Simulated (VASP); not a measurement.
# Cu (Copper): the relaxed cell at several levels

Aim: relax Cu (Copper) at several levels and hold each cell against experiment. The levels: LDA, PBEsol, PBE, r2SCAN, PBE + D3(BJ), r2SCAN + rVV10, vdW-DF-cx and PBE + D4. LASPH is on for some levels and off for others; the table marks which. The start is a cell from a database of measured crystal structures.

Method: LDA; plane waves and PAW (Cu), in the first sound run; inputs show where later runs differ, in VASP 6.6.1.

The experiments to compare with:

“Engineering Surface Oxophilicity of Copper for Electrochemical CO2 Reduction to Ethanol” (2022, pmc:9839838) quotes from earlier work for Cu, fcc (literature value for bulk Cu): lattice constant a (cubic lattice parameter, quoted experimental value) 3.615 Å [Literature experimental value quoted in the DFT methods section for comparison; no source …].

## 1. Starting point

Before any relaxation, the start is as follows. Symmetry: Fm-3m, No. 225, cubic system. Conventional cell: a = 3.615 Å, b = 3.615 Å, c = 3.615 Å, α = 90.00°, β = 90.00°, γ = 90.00°. Nearest to Cu lie 12 Cu at 2.56 Å.

## 2. Relaxation with LDA

Properties are meant for the cell that this level of theory prefers, so cell and atoms are relaxed first (ISIF = 3) until forces and stress are small; EDIFFG sets the threshold. LDA, the lowest rung, knows the local density alone.

INCAR reads:

```
SYSTEM = Cu
PREC = Accurate
ENCUT = 520
EDIFF = 1E-06
NELM = 100
ISMEAR = -1
SIGMA = 0.05
LREAL = .FALSE.
ALGO = Normal
GGA = CA
NBANDS = 11
LORBIT = 11
LWAVE = .FALSE.
LCHARG = .FALSE.
KPAR = 2
IBRION = 2
NSW = 60
ISIF = 3
EDIFFG = -0.01
```

POSCAR reads:

```
Cu
1.0
    0.0000000000      1.8075000000      1.8075000000
    1.8075000000      0.0000000000      1.8075000000
    1.8075000000      1.8075000000      0.0000000000
Cu
1
Direct
    0.0000000000      0.0000000000      0.0000000000
```

KPOINTS reads:

```
Automatic mesh
0
Gamma
13 13 13
0 0 0
```

PAW data sets: Cu (PBE family, release 64).

Command:

```sh
mpirun -np 2 vasp_std
```

Output:

```text
[banner, memory and clock lines left out]
running    2 mpi-ranks, on    1 nodes
 distrk:  each k-point on    1 cores,    2 groups
 distr:  one band on    1 cores,    1 groups

 POSCAR found type information on POSCAR Cu
 POSCAR found :  1 types and       1 ions
|                                                                             |
|               ----> ADVICE to this user running VASP <----                  |
|                                                                             |
|     You enforced a specific xc type in the INCAR file but a different       |
|     [... a line on the potential file left out ...]
|     I HOPE YOU KNOW WHAT YOU ARE DOING!                                     |
|                                                                             |

 LDA part: xc-table for (Slater(with rela. corr.)+CA(PZ))
 , standard interpolation
 POSCAR, INCAR and KPOINTS ok, starting setup
 FFT: planning ... GRIDC
 FFT: planning ... GRID_SOFT
 FFT: planning ... GRID
 WAVECAR not read
 entering main loop
       N       E                     dE             d eps       ncg     rms          rms(c)
DAV:   1     0.398165641971E+02    0.39817E+02   -0.55609E+03  1987   0.168E+03
DAV:   2    -0.486402509799E+01   -0.44681E+02   -0.41664E+02  1893   0.203E+02
DAV:   3    -0.588520767210E+01   -0.10212E+01   -0.10184E+01  2153   0.382E+01
DAV:   4    -0.589166057035E+01   -0.64529E-02   -0.64522E-02  2034   0.268E+00
DAV:   5    -0.589173104565E+01   -0.70475E-04   -0.70475E-04  2103   0.279E-01    0.875E+00
DAV:   6    -0.522713201501E+01    0.66460E+00   -0.20675E+01  2133   0.922E+01    0.468E+00
DAV:   7    -0.471216905875E+01    0.51496E+00   -0.31919E+00  2136   0.362E+01    0.478E-01
DAV:   8    -0.470106032938E+01    0.11109E-01   -0.10478E-02  2228   0.212E+00    0.380E-01
DAV:   9    -0.469838688599E+01    0.26734E-02   -0.14316E-02  2179   0.215E+00    0.181E-02
DAV:  10    -0.469839569330E+01   -0.88073E-05   -0.45152E-05  2633   0.112E-01    0.469E-03
DAV:  11    -0.469839789322E+01   -0.21999E-05   -0.11099E-06  1322   0.110E-02    0.714E-04
DAV:  12    -0.469839789344E+01   -0.21942E-09   -0.91422E-08  1050   0.529E-03
   1 F= -.46983979E+01 E0= -.46970655E+01  d E =-.469840E+01
 curvature:   0.00 expect dE= 0.000E+00 dE for cont linesearch  0.000E+00
 trial: gam= 0.00000 g(F)=  0.891E-62 g(S)=  0.105E+00 ort = 0.000E+00 (trialstep = 0.100E+01)
 search vector abs. value=  0.105E+00
 bond charge predicted
       N       E                     dE             d eps       ncg     rms          rms(c)
DAV:   1    -0.857504441682E+01   -0.38766E+01   -0.59972E+01  2175   0.158E+02    0.165E+01
DAV:   2    -0.599315783179E+01    0.25819E+01   -0.51214E+01  2094   0.156E+02    0.613E+00
DAV:   3    -0.480005327335E+01    0.11931E+01   -0.67721E+00  2115   0.544E+01    0.196E+00
DAV:   4    -0.472153301888E+01    0.78520E-01   -0.86644E-02  2075   0.532E+00    0.466E-01
DAV:   5    -0.471395374429E+01    0.75793E-02   -0.49554E-02  2137   0.479E+00    0.101E-01
DAV:   6    -0.471386025877E+01    0.93486E-04   -0.34570E-04  2678   0.349E-01    0.361E-02
DAV:   7    -0.471384202577E+01    0.18233E-04   -0.83122E-05  2277   0.172E-01    0.144E-03
DAV:   8    -0.471384215030E+01   -0.12453E-06   -0.57291E-07  1227   0.908E-03
   2 F= -.47138422E+01 E0= -.47124845E+01  d E =-.154443E-01
 trial-energy change:   -0.015444  1 .order   -0.009361   -0.105257    0.086536
 step:   0.5947(harm=  0.5488)  dis= 0.00000  next Energy=    -4.730974 (dE=-0.326E-01)
 bond charge predicted
       N       E                     dE             d eps       ncg     rms          rms(c)
DAV:   1    -0.531999936718E+01   -0.60616E+00   -0.10744E+01  2163   0.802E+01    0.605E+00
DAV:   2    -0.487019359216E+01    0.44981E+00   -0.63145E+00  2109   0.508E+01    0.188E+00
DAV:   3    -0.475048957401E+01    0.11970E+00   -0.86755E-01  2118   0.197E+01    0.958E-01
DAV:   4    -0.473176766953E+01    0.18722E-01   -0.42085E-02  2627   0.300E+00    0.146E-01
DAV:   5    -0.473142429316E+01    0.34338E-03   -0.21761E-03  2130   0.961E-01    0.290E-02
DAV:   6    -0.473141610555E+01    0.81876E-05   -0.24407E-05  2741   0.697E-02    0.662E-03
DAV:   7    -0.473141568675E+01    0.41881E-06   -0.26926E-06  1215   0.318E-02
   3 F= -.47314157E+01 E0= -.47300833E+01  d E =-.330178E-01
 curvature:  -0.27 expect dE=-0.103E-05 dE for cont linesearch -0.103E-05
 trial: gam=-0.00598 g(F)=  0.774E-62 g(S)=  0.380E-05 ort = 0.633E-03 (trialstep = 0.919E+00)
 search vector abs. value=  0.237E-09
 reached required accuracy - stopping structural energy minimisation
```

It took 5.4 s on 2 MPI ranks of Intel Xeon 6975P-C (Granite Rapids), shared host; peak memory 0.24 GiB; 9.5 s of CPU time.

Lines that name or quote the potential files are left out of all logs, and their timing lines are given in words.

OUTCAR, selected parts (step 2):

```text
ion  position               nearest neighbor table
   1  0.000  0.000  0.000-

  LATTYP: Found a face centered cubic cell.
 ALAT       =     3.6150000000

 Subroutine GETGRP returns: Found 48 space group operations
 (whereof 48 operations were pure point group operations)

The static configuration has the point symmetry O_h .

 Found     84 irreducible k-points:

   k-points           NKPTS =     84   k-points in BZ     NKDIM =     84   number of bands    NBANDS=     11

   dimension x,y,z NGX =    20 NGY =   20 NGZ =   20
   dimension x,y,z NGXF=    40 NGYF=   40 NGZF=   40

   ENCUT  =  520.0 eV  38.22 Ry    6.18 a.u.   4.75  4.75  4.75*2*pi/ulx,y,z

   NELECT =      11.0000    total number of electrons

 k-points in reciprocal lattice and weights: Automatic mesh
   0.00000000  0.00000000  0.00000000       0.000
   0.07692308  0.00000000  0.00000000       0.004
   0.15384615  0.00000000  0.00000000       0.004
   0.23076923  0.00000000  0.00000000       0.004
   0.30769231  0.00000000  0.00000000       0.004
   0.38461538  0.00000000  0.00000000       0.004
   0.46153846  0.00000000  0.00000000       0.004
   0.07692308  0.07692308  0.00000000       0.003
   0.15384615  0.07692308  0.00000000       0.011
[...]
-0.30769231  0.46153846  0.15384615       0.011
  -0.30769231  0.46153846  0.23076923       0.011

 average (electrostatic) potential at core
       1 -62.6586

 E-fermi :   8.3062

 k-point     1 :       0.0000    0.0000    0.0000
  band No.  band energies     occupation
    ...
      2       4.8088      2.00000
      3       4.8088      2.00000
      4       4.8088      2.00000
      5       5.7495      2.00000
      6       5.7495      2.00000
      7      31.4080      0.00000
      8      34.4568      0.00000
      9      34.4568      0.00000
     10      34.4568      0.00000
     11      37.0547      0.00000

 k-point     2 :       0.0769    0.0000    0.0000
  band No.  band energies     occupation
    ...
      2       4.7578      2.00000
      3       4.8537      2.00000
      4       4.8537      2.00000
      5       5.7320      2.00000
      6       5.7320      2.00000
      7      30.0911      0.00000
      8      32.5603      0.00000
      9      33.8370      0.00000
     10      33.8370      0.00000
     11      37.9725      0.00000

 k-point     3 :       0.1538    0.0000    0.0000
  band No.  band energies     occupation
    ...
      2       4.6333      2.00000
      3       4.9511      2.00000
      4       4.9511      2.00000
      5       5.7148      2.00000
      6       5.7148      2.00000
      7      26.2073      0.00000
      8      32.0339      0.00000
      9      32.9046      0.00000
     10      32.9046      0.00000
     11      38.9217      0.00000

  Total       -0.0051266     -0.0051266     -0.0051266      0.0000000      0.0000000      0.0000000
  in kB       -0.7491205     -0.7491205     -0.7491205      0.0000000      0.0000000      0.0000000
  external PRESSURE =      -0.7491205 kB  Pullay stress =       0.0000000 kB

  energy-cutoff  :      520.00
  volume of cell :       10.96
      direct lattice vectors                 reciprocal lattice vectors
    -0.000000000  1.763277622  1.763277622    -0.283562834  0.283562834  0.283562834
     1.763277622  0.000000000  1.763277622     0.283562834 -0.283562834  0.283562834
     1.763277622  1.763277622 -0.000000000     0.283562834  0.283562834 -0.283562834

 POSITION                                       TOTAL-FORCE (eV/Angst)
 -----------------------------------------------------------------------------------
      0.00000      0.00000      0.00000        -0.000000     -0.000000     -0.000000
 -----------------------------------------------------------------------------------
    total drift:                                0.000000      0.000000      0.000000

  FREE ENERGIE OF THE ION-ELECTRON SYSTEM (eV)
  ---------------------------------------------------
  free  energy   TOTEN  =        -4.7314156867 eV

  energy  without entropy=       -4.7287508647  energy(sigma->0) =       -4.73008328

 reached required accuracy - stopping structural energy minimisation

 total charge
# of ion       s       p       d       tot
------------------------------------------
    1        0.482   0.444   9.189  10.116

[... 3 further parts left out ...]
```

CONTCAR:

```
Cu
   1.00000000000000
    -0.0000000000000000    1.7632776215078407    1.7632776215078407
     1.7632776215078407    0.0000000000000000    1.7632776215078407
     1.7632776215078407    1.7632776215078407   -0.0000000000000000
  Cu
     1
Direct
     0.0000000000000000    0.0000000000000000    0.0000000000000000
```

This run has no spin polarisation. Its electron count is odd, so without a moment it is a metal by construction. The PAW data sets were made with PBE, though LDA sets exist; this is a small mismatch. The run keeps the 48 symmetry operations of its start, so it cannot find a distortion of lower symmetry.

Step by step:

| step | energy less that of the first step (eV) | largest force (eV/Å) | pressure (GPa) | volume (Å³) |
| --- | --- | --- | --- | --- |
| 1 | 0.0000 | 0.0000 | -11.57 | 11.81 |
| 2 | -0.0154 | 0.0000 | 10.79 | 10.41 |
| 3 | -0.0330 | 0.0000 | -0.07 | 10.96 |

```
conventional cell, symmetrised  before  after  change
                         a (Å)   3.615  3.527  -2.4 %
                         b (Å)   3.615  3.527  -2.4 %
                         c (Å)   3.615  3.527  -2.4 %
              volume (Å³/atom)   11.81  10.96  -7.2 %
```

Final coordinates:

```
Cu
1.0
     0.00000    1.76328    1.76328
     1.76328    0.00000    1.76328
     1.76328    1.76328    0.00000
Cu
1
Cartesian
  0.0000 0.0000 0.0000
```

This step gave:

```yaml
electrons: 11
bands: 11
irreducible_k_points: 84
symmetry_operations: 48
free_energy_toten: -4.731 eV
energy_at_zero_smearing: -4.730 eV
fermi_energy: 8.306 eV
pressure: -0.07491 GPa
metallic: yes
scf_cycles_over_all_ionic_steps: 27
```

It ends with forces that vanish by symmetry and a pressure of -0.07 GPa. The volume lies -7.2 % from that of the database's start, which holds the thermal and zero-point expansion of its experiment. LDA is known to overbind. The conventional cell has a = 3.527 Å.

## 3. Relaxation with PBEsol

This step: PBEsol; plane waves and PAW (Cu) (VASP 6.6.1).

PBEsol restores the gradient expansion of exchange and is tuned for the cells of solids.

Changes to INCAR since step 2:

```diff
@@ -9,3 +9,3 @@
 ALGO = Normal
-GGA = CA
+GGA = PS
 NBANDS = 11
```

POSCAR is that of step 2.

KPOINTS is that of step 2.

Command:

```sh
mpirun -np 2 vasp_std
```

Output:

```text
[banner, memory and clock lines left out]
running    2 mpi-ranks, on    1 nodes
 distrk:  each k-point on    1 cores,    2 groups
 distr:  one band on    1 cores,    1 groups

 POSCAR found type information on POSCAR Cu
 POSCAR found :  1 types and       1 ions
 [... a notice as in an earlier step ...]

 LDA part: xc-table for (Slater+PW92), standard interpolation
 POSCAR, INCAR and KPOINTS ok, starting setup
 FFT: planning ... GRIDC
 FFT: planning ... GRID_SOFT
 FFT: planning ... GRID
 WAVECAR not read
 entering main loop
       N       E                     dE             d eps       ncg     rms          rms(c)
DAV:   1     0.401510711079E+02    0.40151E+02   -0.55709E+03  1987   0.168E+03
DAV:   2    -0.437929291206E+01   -0.44530E+02   -0.41515E+02  1890   0.202E+02
DAV:   3    -0.538204185554E+01   -0.10027E+01   -0.10000E+01  2166   0.379E+01
DAV:   4    -0.538813865655E+01   -0.60968E-02   -0.60962E-02  2061   0.261E+00
DAV:   5    -0.538820203001E+01   -0.63373E-04   -0.63373E-04  2097   0.264E-01    0.840E+00
DAV:   6    -0.477079936036E+01    0.61740E+00   -0.18617E+01  2133   0.869E+01    0.440E+00
DAV:   7    -0.431580922019E+01    0.45499E+00   -0.28975E+00  2133   0.342E+01    0.537E-01
DAV:   8    -0.430468254776E+01    0.11127E-01   -0.71753E-03  2197   0.162E+00    0.351E-01
DAV:   9    -0.430247235243E+01    0.22102E-02   -0.13055E-02  2191   0.208E+00    0.239E-02
DAV:  10    -0.430247822106E+01   -0.58686E-05   -0.41069E-05  2687   0.111E-01    0.589E-03
DAV:  11    -0.430247951024E+01   -0.12892E-05   -0.40705E-07  1332   0.108E-02    0.474E-04
DAV:  12    -0.430247949289E+01    0.17348E-07   -0.44310E-08  1044   0.284E-03
   1 F= -.43024795E+01 E0= -.43011206E+01  d E =-.430248E+01
 curvature:   0.00 expect dE= 0.000E+00 dE for cont linesearch  0.000E+00
 trial: gam= 0.00000 g(F)=  0.586E-63 g(S)=  0.274E-01 ort = 0.000E+00 (trialstep = 0.100E+01)
 search vector abs. value=  0.274E-01
 bond charge predicted
       N       E                     dE             d eps       ncg     rms          rms(c)
DAV:   1    -0.530082655975E+01   -0.99835E+00   -0.16001E+01  2169   0.854E+01    0.846E+00
DAV:   2    -0.468085906166E+01    0.61997E+00   -0.14650E+01  2112   0.780E+01    0.347E+00
DAV:   3    -0.432961875239E+01    0.35124E+00   -0.21356E+00  2115   0.299E+01    0.101E+00
DAV:   4    -0.430884499174E+01    0.20774E-01   -0.18111E-02  2027   0.214E+00    0.198E-01
DAV:   5    -0.430753361505E+01    0.13114E-02   -0.90215E-03  2146   0.197E+00    0.488E-02
DAV:   6    -0.430750296790E+01    0.30647E-04   -0.91440E-05  2690   0.171E-01    0.128E-02
DAV:   7    -0.430749902783E+01    0.39401E-05   -0.10052E-05  1548   0.574E-02    0.706E-04
DAV:   8    -0.430749917923E+01   -0.15140E-06   -0.21416E-07  1092   0.571E-03
   2 F= -.43074992E+01 E0= -.43061394E+01  d E =-.501969E-02
 trial-energy change:   -0.005020  1 .order   -0.004111   -0.027416    0.019195
 step:   0.6159(harm=  0.5882)  dis= 0.00000  next Energy=    -4.311134 (dE=-0.865E-02)
 bond charge predicted
       N       E                     dE             d eps       ncg     rms          rms(c)
DAV:   1    -0.445019237428E+01   -0.14269E+00   -0.24470E+00  2160   0.366E+01    0.302E+00
DAV:   2    -0.435107862850E+01    0.99114E-01   -0.17216E+00  2106   0.260E+01    0.109E+00
DAV:   3    -0.431521362678E+01    0.35865E-01   -0.25714E-01  2109   0.104E+01    0.452E-01
DAV:   4    -0.431118788961E+01    0.40257E-02   -0.72491E-03  2478   0.108E+00    0.459E-02
DAV:   5    -0.431116864168E+01    0.19248E-04   -0.18032E-04  2257   0.263E-01    0.141E-02
DAV:   6    -0.431116745378E+01    0.11879E-05   -0.58378E-06  1505   0.379E-02    0.623E-04
DAV:   7    -0.431116757661E+01   -0.12283E-06   -0.42652E-07  1026   0.787E-03
   3 F= -.43111676E+01 E0= -.43098116E+01  d E =-.868808E-02
 curvature:  -0.29 expect dE=-0.890E-07 dE for cont linesearch -0.890E-07
 trial: gam= 0.00000 g(F)=  0.569E-62 g(S)=  0.304E-06 ort =-0.913E-04 (trialstep = 0.923E+00)
 search vector abs. value=  0.304E-06
 reached required accuracy - stopping structural energy minimisation
```

Wall time 5.4 s (2 MPI ranks); peak memory 0.25 GiB.

Parts of OUTCAR (step 3):

```text
The static configuration has the point symmetry O_h .

 Found     84 irreducible k-points:

   NELECT =      11.0000    total number of electrons

 E-fermi :   8.0653

 k-point     1 :       0.0000    0.0000    0.0000
  band No.  band energies     occupation
    ...
      2       4.7381      2.00000
      3       4.7381      2.00000
      4       4.7381      2.00000
      5       5.6239      2.00000
      6       5.6239      2.00000
      7      30.7877      0.00000
      8      33.7064      0.00000
      9      33.7064      0.00000
     10      33.7064      0.00000
     11      36.2190      0.00000

 k-point     2 :       0.0769    0.0000    0.0000
  band No.  band energies     occupation
    ...
      2       4.6898      2.00000
      3       4.7805      2.00000
      4       4.7805      2.00000
      5       5.6074      2.00000
      6       5.6074      2.00000
      7      29.4362      0.00000
      8      31.8649      0.00000
      9      33.0830      0.00000
     10      33.0830      0.00000
     11      37.1399      0.00000

  Total        0.0014490      0.0014490      0.0014490     -0.0000000     -0.0000000      0.0000000
  in kB        0.2043900      0.2043900      0.2043900     -0.0000000     -0.0000000      0.0000000
  external PRESSURE =       0.2043900 kB  Pullay stress =       0.0000000 kB

  energy-cutoff  :      520.00
  volume of cell :       11.36
      direct lattice vectors                 reciprocal lattice vectors
     0.000000000  1.784126317  1.784126317    -0.280249215  0.280249215  0.280249215
     1.784126317 -0.000000000  1.784126317     0.280249215 -0.280249215  0.280249215
     1.784126317  1.784126317 -0.000000000     0.280249215  0.280249215 -0.280249215

 POSITION                                       TOTAL-FORCE (eV/Angst)
 -----------------------------------------------------------------------------------
      0.00000     -0.00000      0.00000        -0.000000     -0.000000     -0.000000
 -----------------------------------------------------------------------------------
    total drift:                                0.000000      0.000000      0.000000

  FREE ENERGIE OF THE ION-ELECTRON SYSTEM (eV)
  ---------------------------------------------------
  free  energy   TOTEN  =        -4.3111675766 eV

  energy  without entropy=       -4.3084556303  energy(sigma->0) =       -4.30981160

 total charge
# of ion       s       p       d       tot
------------------------------------------
    1        0.464   0.416   9.170  10.049

[... 8 parts as in an earlier step ...]

[... 5 further parts left out ...]
```

CONTCAR:

```
Cu
   1.00000000000000
     0.0000000000000000    1.7841263167157249    1.7841263167157249
     1.7841263167157249   -0.0000000000000000    1.7841263167157249
     1.7841263167157249    1.7841263167157249   -0.0000000000000000
  Cu
     1
Direct
     0.0000000000000000    0.0000000000000000    0.0000000000000000
```

The PAW data sets were made with PBE, which is usual practice but a small mismatch for other functionals.

The steps of the relaxation:

| step | energy less that of the first step (eV) | largest force (eV/Å) | pressure (GPa) | volume (Å³) |
| --- | --- | --- | --- | --- |
| 1 | 0.0000 | 0.0000 | -5.90 | 11.81 |
| 2 | -0.0050 | 0.0000 | 4.41 | 11.08 |
| 3 | -0.0087 | 0.0000 | 0.02 | 11.36 |

```csv
"conventional cell, symmetrised",before,after,change
a (Å),3.615,3.568,-1.3 %
b (Å),3.615,3.568,-1.3 %
c (Å),3.615,3.568,-1.3 %
volume (Å³/atom),11.81,11.36,-3.8 %
```

Final coordinates:

```xyz
1
Lattice="0.0000 1.7841 1.7841 1.7841 0.0000 1.7841 1.7841 1.7841 0.0000" Properties=species:S:1:pos:R:3 pbc="T T T"
Cu    0.0000    0.0000    0.0000
```

This step gave:

```
free energy (TOTEN)     : -4.311 eV
energy at zero smearing : -4.310 eV
Fermi energy            : 8.065 eV
pressure                : 0.02044 GPa
```

It ends at 11.36 Å³/atom, -3.8 % from the start, with 0.02 GPa left. The conventional cell has a = 3.568 Å.

[end of part 1 of 3]

[Lines on the potential files, build, host, timing and source positions are cut from VASP's logs without a mark.]

[Logs are printed without paths, hosts, clocks, repeated set-up lines and the standing remarks that a program may print on its own settings, such as how far it seeks lower states.]

[Hosts, paths, dates, database ids (printed as entryN), source tags and the programs' standing remarks are cut or masked in the printed files.]

[A measured line is paired with the nearest computed mode of its activity, which favours agreement.]
